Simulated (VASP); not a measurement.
# SnSe (Pnma) in VASP: notebook, part 2 of 3

VASP 6.6.1. Earlier steps stand in the parts before.

## Step 3: Dielectric tensor, PBE

Contents of INCAR:

```
ALGO = Normal
EDIFF = 1E-8
ENCUT = 520
GGA = PE
ISIF = 2
ISMEAR = 0
KPAR = 4
LASPH = True
LCHARG = False
LEPSILON = True
LREAL = False
LWAVE = False
NELM = 80
PREC = Accurate
SIGMA = 0.03
```

Contents of KPOINTS:

```
k-points
0
Monkhorst-Pack
  4 8 8
```

Contents of POSCAR:

```
SnSe                                    
1.0
   11.4864949695      0.0000000000      0.0000000000
    0.0000000000      4.1722137264     -0.0000000000
    0.0000000000     -0.0000000000      4.3796772184
  Sn              Se            
     4     4
Direct
     0.1176302971571503    0.2500000000000000    0.0931652914666247
     0.3823697028428497    0.7500000000000000    0.5931652914666246
     0.6176302971571503    0.2500000000000000    0.4068347085333753
     0.8823697028428497    0.7500000000000000    0.9068347085333754
     0.3570262765108209    0.2500000000000000    0.0220175791814775
     0.1429737234891793    0.7500000000000000    0.5220175791814775
     0.8570262765108206    0.2500000000000000    0.4779824208185154
     0.6429737234891794    0.7500000000000000    0.9779824208185225
```

Potentials or basis: VASP PAW PBE potentials, release 64 (Sn_d, Se).

The run is started by

```console
> cat potpaw_PBE.64/Sn_d/POTCAR potpaw_PBE.64/Se/POTCAR > POTCAR
> mpirun -np 4 vasp_std > vasp.out
```

OUTCAR:

```text
EDIFF = 1E-8
   ENCUT = 520
   GGA = PE
   ISIF = 2
   ISMEAR = 0
   LASPH = True
   LEPSILON = True
   LREAL = False
   NELM = 80
   PREC = Accurate

 ion  position               nearest neighbor table
   1  0.118  0.250  0.093-   5 2.77   6 2.82   6 2.82   6 3.27   6 3.27   4 3.51   4 3.51
   2  0.382  0.750  0.593-   6 2.77   5 2.82   5 2.82   5 3.27   5 3.27   3 3.51   3 3.51
   3  0.618  0.250  0.407-   7 2.77   8 2.82   8 2.82   8 3.27   8 3.27   2 3.51   2 3.51
   4  0.882  0.750  0.907-   8 2.77   7 2.82   7 2.82   7 3.27   7 3.27   1 3.51   1 3.51
   5  0.357  0.250  0.022-   1 2.77   2 2.82   2 2.82   2 3.27   2 3.27
   6  0.143  0.750  0.522-   2 2.77   1 2.82   1 2.82   1 3.27   1 3.27
   7  0.857  0.250  0.478-   3 2.77   4 2.82   4 2.82   4 3.27   4 3.27
   8  0.643  0.750  0.978-   4 2.77   3 2.82   3 2.82   3 3.27   3 3.27

  LATTYP: Found a simple orthorhombic cell.
 ALAT       =     4.1722137264
 B/A-ratio  =     1.0497250394
 C/A-ratio  =     2.7530936147

  Lattice vectors:

 A1 = (   0.0000000000,   4.1722137264,   0.0000000000)
 A2 = (   0.0000000000,   0.0000000000,   4.3796772184)
 A3 = (  11.4864949695,   0.0000000000,   0.0000000000)

Analysis of symmetry for initial positions (statically):
=====================================================================
 Subroutine PRICEL returns:
 Original cell was already a primitive cell.

 Routine SETGRP: Setting up the symmetry group for a
[... 1487 lines left out ...]
    -0.00337  0.00000  0.00000
     0.00000  0.00028  0.00000
     0.00000  0.00000 -0.00034

 MACROSCOPIC STATIC DIELECTRIC TENSOR (including local field effects in DFT)
 ------------------------------------------------------
          18.617237     0.000000     0.000000
           0.000000    27.045355     0.000000
           0.000000    -0.000000    21.982872
 ------------------------------------------------------

 PIEZOELECTRIC TENSOR (including local field effects)  for field in x, y, z        (e  Angst)
          XX          YY          ZZ          XY          YZ          ZX
  --------------------------------------------------------------------------------
  x     0.00000     0.00000     0.00000     0.00000     0.00000     0.00000
  y     0.00000     0.00000     0.00000     0.00000     0.00000     0.00000
  z     0.00000     0.00000     0.00000     0.00000     0.00000     0.00000

 PIEZOELECTRIC TENSOR (including local field effects)  for field in x, y, z        (C/m^2)
          XX          YY          ZZ          XY          YZ          ZX
  --------------------------------------------------------------------------------
  x     0.00000     0.00000     0.00000     0.00000     0.00000     0.00000
  y     0.00000     0.00000     0.00000     0.00000     0.00000     0.00000
  z     0.00000     0.00000     0.00000     0.00000     0.00000     0.00000

 BORN EFFECTIVE CHARGES (including local field effects) (in |e|, cummulative output)
 ---------------------------------------------------------------------------------
 ion    1
    1     3.80793     0.00000    -0.01768
    2     0.00000     4.72458     0.00000
    3    -0.56552     0.00000     4.05653
 ion    2
    1     3.80793     0.00000     0.01768
    2     0.00000     4.72458     0.00000
    3     0.56552     0.00000     4.05653
 ion    3
    1     3.80793     0.00000     0.01768
    2     0.00000     4.72458     0.00000
    3     0.56552     0.00000     4.05653
 ion    4
    1     3.80793     0.00000    -0.01768
    2     0.00000     4.72458     0.00000
    3    -0.56552     0.00000     4.05653
 ion    5
    1    -3.80793    -0.00000     0.44727
    2     0.00000    -4.72458     0.00000
    3     0.55564     0.00000    -4.05653
 ion    6
    1    -3.80793     0.00000    -0.44727
    2     0.00000    -4.72458     0.00000
    3    -0.55564     0.00000    -4.05653
 ion    7
    1    -3.80793     0.00000    -0.44727
    2     0.00000    -4.72458     0.00000
    3    -0.55564     0.00000    -4.05653
 ion    8
    1    -3.80793    -0.00000     0.44727
    2     0.00000    -4.72458     0.00000
    3     0.55564     0.00000    -4.05653
```

OSZICAR:

```text
N       E                     dE             d eps       ncg     rms          rms(c)
DAV:   1     0.883999892495E+03    0.88400E+03   -0.37176E+04  3360   0.217E+03
[... 13 lines left out ...]
RMM:  11    -0.129874994197E+02    0.11340E-03    0.26279E-05  5912   0.184E-03    0.141E-03
RMM:  12    -0.129875355816E+02   -0.36162E-04   -0.89615E-06  5567   0.846E-04    0.660E-04
RMM:  13    -0.129875335624E+02    0.20192E-05    0.40961E-06  5948   0.476E-04    0.290E-04
RMM:  14    -0.129875308209E+02    0.27415E-05    0.13504E-06  5994   0.209E-04    0.559E-05
RMM:  15    -0.129875314669E+02   -0.64607E-06    0.69867E-07  3784   0.100E-04    0.544E-05
RMM:  16    -0.129875311453E+02    0.32163E-06    0.15339E-06  2782   0.831E-05    0.103E-05
RMM:  17    -0.129875312170E+02   -0.71687E-07    0.19355E-06  2057   0.751E-05    0.161E-06
```

stdout:

```text
POSCAR found type information on POSCAR SnSe
 POSCAR found :  2 types and       8 ions
 scaLAPACK will be used
 LDA part: xc-table for (Slater+PW92), standard interpolation
 POSCAR, INCAR and KPOINTS ok, starting setup
 FFT: planning ... GRIDC
 FFT: planning ... GRID_SOFT
 FFT: planning ... GRID
 WAVECAR not read
 entering main loop
 Linear response reoptimize wavefunctions to high precision
 Linear response G [H, r] |phi>, progress :
  Direction:   1
 Linear response G [H, r] |phi>, progress :
  Direction:   2
 Linear response G [H, r] |phi>, progress :
  Direction:   3
 Linear response to external field (no local field effect), progress :
  Direction:   1
 dielectric tensor                  component  1 :    19.650    -0.234    -0.934
 Linear response to external field (no local field effect), progress :
  Direction:   2
 dielectric tensor                  component  2 :    -0.234    27.966    10.873
 Linear response to external field (no local field effect), progress :
  Direction:   3
 dielectric tensor                  component  3 :    -0.934    10.873    23.181
 Linear response to external field, progress :
  Direction:   1
 dielectric tensor                  component  1 :    18.617    -0.222    -0.923
 Linear response to external field, progress :
  Direction:   2
 dielectric tensor                  component  2 :    -0.215    27.045    10.591
 Linear response to external field, progress :
  Direction:   3
 dielectric tensor                  component  3 :    -0.902    10.389    21.983
 Born effective charges drift removed
```

It took 9.1 min on 4 MPI ranks of Intel Xeon 6975P-C (Granite Rapids), shared host; peak memory 0.98 GiB.

What came out:

* Electronic dielectric tensor (diagonal): 18.62, 27.05, 21.98
* Born charges (mean of the diagonal): Sn +4.20; Se -4.20 e

Electronic dielectric tensor:
```
18.62  0.00  0.00
 0.00 27.05  0.00
 0.00  0.00 21.98
```

Born effective charge tensors (e):
atom 1, Sn
```
 3.81  0.00 -0.02
 0.00  4.72  0.00
-0.57  0.00  4.06
```
atom 2, Sn
```
3.81 0.00 0.02
0.00 4.72 0.00
0.57 0.00 4.06
```
atom 3, Sn
```
3.81 0.00 0.02
0.00 4.72 0.00
0.57 0.00 4.06
```
atom 4, Sn
```
 3.81  0.00 -0.02
 0.00  4.72  0.00
-0.57  0.00  4.06
```
atom 5, Se
```
-3.81  0.00  0.45
 0.00 -4.72  0.00
 0.56  0.00 -4.06
```
atom 6, Se
```
-3.81  0.00 -0.45
 0.00 -4.72  0.00
-0.56  0.00 -4.06
```
atom 7, Se
```
-3.81  0.00 -0.45
 0.00 -4.72  0.00
-0.56  0.00 -4.06
```
atom 8, Se
```
-3.81  0.00  0.45
 0.00 -4.72  0.00
 0.56  0.00 -4.06
```

## Step 4: Optical spectrum, PBE

Contents of INCAR:

```
ALGO = Normal
CSHIFT = 0.1
EDIFF = 1E-6
ENCUT = 520
GGA = PE
ISIF = 2
ISMEAR = 0
KPAR = 4
LASPH = True
LCHARG = False
LOPTICS = True
LREAL = False
LWAVE = False
NBANDS = 64
NEDOS = 1000
NELM = 80
PREC = Accurate
SIGMA = 0.03
```

Contents of KPOINTS:

```
k-points
0
Gamma
  4 8 8
```

POSCAR is that of step 3.

Potentials or basis: VASP PAW PBE potentials, release 64 (Sn_d, Se).

The run is started by

```console
> cat potpaw_PBE.64/Sn_d/POTCAR potpaw_PBE.64/Se/POTCAR > POTCAR
> mpirun -np 4 vasp_std > vasp.out
```

OUTCAR:

```text
EDIFF = 1E-6
   ENCUT = 520
   GGA = PE
   ISIF = 2
   ISMEAR = 0
   LASPH = True
   LREAL = False
   NELM = 80
   PREC = Accurate

 ion  position               nearest neighbor table
   1  0.118  0.250  0.093-   5 2.77   6 2.82   6 2.82   6 3.27   6 3.27   4 3.51   4 3.51
   2  0.382  0.750  0.593-   6 2.77   5 2.82   5 2.82   5 3.27   5 3.27   3 3.51   3 3.51
   3  0.618  0.250  0.407-   7 2.77   8 2.82   8 2.82   8 3.27   8 3.27   2 3.51   2 3.51
   4  0.882  0.750  0.907-   8 2.77   7 2.82   7 2.82   7 3.27   7 3.27   1 3.51   1 3.51
   5  0.357  0.250  0.022-   1 2.77   2 2.82   2 2.82   2 3.27   2 3.27
   6  0.143  0.750  0.522-   2 2.77   1 2.82   1 2.82   1 3.27   1 3.27
   7  0.857  0.250  0.478-   3 2.77   4 2.82   4 2.82   4 3.27   4 3.27
   8  0.643  0.750  0.978-   4 2.77   3 2.82   3 2.82   3 3.27   3 3.27

  LATTYP: Found a simple orthorhombic cell.
 ALAT       =     4.1722137264
 B/A-ratio  =     1.0497250394
 C/A-ratio  =     2.7530936147

  Lattice vectors:

 A1 = (   0.0000000000,   4.1722137264,   0.0000000000)
 A2 = (   0.0000000000,   0.0000000000,   4.3796772184)
 A3 = (  11.4864949695,   0.0000000000,   0.0000000000)

Analysis of symmetry for initial positions (statically):
=====================================================================
 Subroutine PRICEL returns:
 Original cell was already a primitive cell.
[... 1545 lines left out ...]
      7.38551      3.12916      4.28325        -0.008193      0.000000     -0.005061
 -----------------------------------------------------------------------------------
    total drift:                                0.000000     -0.000000     -0.000000

  FREE ENERGIE OF THE ION-ELECTRON SYSTEM (eV)
  ---------------------------------------------------
  free  energy   TOTEN  =       -32.7824286457 eV

  energy  without entropy=      -32.7824286457  energy(sigma->0) =      -32.78242865

 electrical conductivity sigma (Mega S m-1) (frequency dependency in vasprun.xml)
  --------------------------------------------------------------------------------------
       0.000       0.000       0.000
       0.000       0.000      -0.000
       0.000       0.000       0.000

  frequency dependent IMAGINARY DIELECTRIC FUNCTION (independent particle, no local field effects) density-density
     E(ev)      X         Y         Z        XY        YZ        ZX
  --------------------------------------------------------------------------------------------------------------
     0.00000     0.00000     0.00000     0.00000     0.00000     0.00000     0.00000
     0.40482     0.49025     0.52542     0.64980     0.00000    -0.00000     0.00000
     0.80964     1.84893     1.86647     5.35588     0.00000    -0.00000     0.00000
     1.21446    12.38060     7.34948     8.36922     0.00000    -0.00000     0.00000
     1.61928    20.43477    27.84779    14.57949     0.00000    -0.00000     0.00000
     2.02410    17.39362    37.40991    27.67826     0.00000    -0.00000     0.00000
[... 92 lines left out ...]
    39.67228     0.00105     0.00103     0.00104     0.00000    -0.00000     0.00000
    40.07710     0.00100     0.00099     0.00100     0.00000    -0.00000     0.00000

  frequency dependent      REAL DIELECTRIC FUNCTION (independent particle, no local field effects) density-density
     E(ev)        X           Y           Z          XY          YZ          ZX
  --------------------------------------------------------------------------------------------------------------
     0.00000    22.26593    24.72252    23.56834     0.00000    -0.00000     0.00000
     0.40482    23.17021    25.70080    24.69146     0.00000    -0.00000     0.00000
     0.80964    26.94376    29.66167    28.19254     0.00000    -0.00000     0.00000
     1.21446    34.29529    35.37578    31.01888     0.00000    -0.00000     0.00000
     1.61928    22.58269    39.02077    27.11079     0.00000    -0.00000     0.00000
     2.02410     8.12474    12.85412    23.19280     0.00000    -0.00000     0.00000
[... 92 lines left out ...]
    39.67228     0.81983     0.82245     0.82154     0.00000     0.00000     0.00000
    40.07710     0.82398     0.82654     0.82566     0.00000     0.00000     0.00000

  frequency dependent IMAGINARY DIELECTRIC FUNCTION (independent particle, no local field effects) current-current
     E(ev)      X         Y         Z        XY        YZ        ZX
  --------------------------------------------------------------------------------------------------------------
     0.00000   104.96399   117.09244   111.37695     0.00000     0.00000     0.00000
     0.40482    11.42321    12.70709    12.32881     0.00000     0.00000     0.00000
     0.80964     8.24531     8.93357    12.02559     0.00000     0.00000     0.00000
     1.21446    17.84359    12.98530    13.29255     0.00000     0.00000     0.00000
     1.61928    23.04062    32.51817    17.76741     0.00000     0.00000     0.00000
     2.02410    18.03556    38.47418    29.80307     0.00000     0.00000     0.00000
[... 92 lines left out ...]
    39.67228     0.00014     0.00014     0.00014     0.00000     0.00000     0.00000
    40.07710     0.00013     0.00013     0.00013     0.00000     0.00000     0.00000

  frequency dependent      REAL DIELECTRIC FUNCTION (independent particle, no local field effects) current-current
     E(ev)        X           Y           Z          XY          YZ          ZX
  --------------------------------------------------------------------------------------------------------------
     0.00000    22.02763    24.46346    23.27967     0.00000     0.00000     0.00000
     0.40482    22.88946    25.39953    24.32288     0.00000     0.00000     0.00000
     0.80964    26.44178    29.15275    26.78358     0.00000     0.00000     0.00000
     1.21446    32.18491    34.13924    29.61262     0.00000     0.00000     0.00000
     1.61928    20.07145    35.52787    25.32228     0.00000     0.00000     0.00000
     2.02410     6.46072     9.16431    20.45441     0.00000    -0.00000     0.00000
[... 92 lines left out ...]
    39.67228     0.81996     0.82258     0.82167     0.00000    -0.00000     0.00000
    40.07710     0.82410     0.82667     0.82579     0.00000    -0.00000     0.00000
```

stdout:

```text
POSCAR found type information on POSCAR SnSe
 POSCAR found :  2 types and       8 ions
 scaLAPACK will be used
 LDA part: xc-table for (Slater+PW92), standard interpolation
 POSCAR, INCAR and KPOINTS ok, starting setup
 FFT: planning ... GRIDC
 FFT: planning ... GRID_SOFT
 FFT: planning ... GRID
 WAVECAR not read
 entering main loop
 optical routines
 imaginary and real dielectric function
 recalculating local potential from charge density
 direction            1
 direction            2
 direction            3
```

Wall time 2 min (4 MPI ranks of Intel Xeon 6975P-C (Granite Rapids), shared host); peak memory 1.8 GiB.

What came out:

* Free energy: -32.7824 eV
* Pressure: 2.2 GPa
* Largest force: 0.010 eV/Å
* Band gap on the k mesh: 0.54 eV, indirect (least direct gap 0.82 eV)

Forces in eV/Å, atoms in the order of the input:
```
Sn   0.002  0.000 -0.002
Sn  -0.002  0.000 -0.002
Sn   0.002  0.000  0.002
Sn  -0.002  0.000  0.002
Se   0.008  0.000  0.005
Se  -0.008  0.000  0.005
Se   0.008  0.000 -0.005
Se  -0.008  0.000 -0.005
```

Levels at points of the mesh, in eV from the valence-band top:
```tsv
k point	band 38	band 39	band 40	band 41	band 42	band 43
(0.00, 0.00, 0.00)	-1.31	-0.72	-0.58	0.54	2.97	3.14
(0.50, 0.00, 0.00)	-1.92	-0.59	-0.59	2.56	2.56	2.78
(0.00, 0.50, 0.00)	-1.00	-0.66	-0.66	0.94	0.94	1.39
(0.50, 0.50, 0.00)	-0.92	-0.92	-0.92	1.42	1.42	1.42
(0.00, 0.00, 0.50)	-0.78	-0.26	-0.26	1.22	1.22	1.44
(0.50, 0.00, 0.50)	-0.46	-0.23	-0.23	1.15	1.15	1.49
(0.00, 0.50, 0.50)	-2.35	-1.53	-1.53	2.60	2.60	3.01
(0.50, 0.50, 0.50)	-1.60	-1.60	-1.60	2.40	2.40	2.40
```

Dielectric function (mean over the directions given):
```
energy (eV)  real part  imaginary part
       0.32      24.14            0.42
       0.97      29.87            5.17
       1.62      29.57           20.95
       2.35       7.05           30.33
       3.00      -0.72           23.19
       3.64      -4.46           16.15
       4.37      -6.37           10.09
       5.02      -4.92            7.32
       5.75      -4.15            5.11
       6.40      -3.01            3.99
       7.04      -2.46            3.53
       7.77      -1.99            3.19
       8.42      -2.11            2.98
       9.07      -2.14            2.21
       9.80      -2.04            1.94
      10.44      -1.79            1.44
      11.17      -1.55            1.00
      11.82      -1.32            0.68
      12.47      -1.06            0.49
      13.20      -0.78            0.33
      13.84      -0.58            0.22
      14.49      -0.40            0.18
      15.22      -0.23            0.13
      15.87      -0.11            0.11
      16.60       0.00            0.08
      17.25       0.09            0.07
      17.89       0.17            0.05
      18.62       0.26            0.03
      19.27       0.34            0.01
      20.00       0.41            0.01
```

Caveat: independent-particle spectra lack excitons; spin-orbit coupling is left out, which moves the levels of the heavy elements.

(Continued in part 3 of 3.)
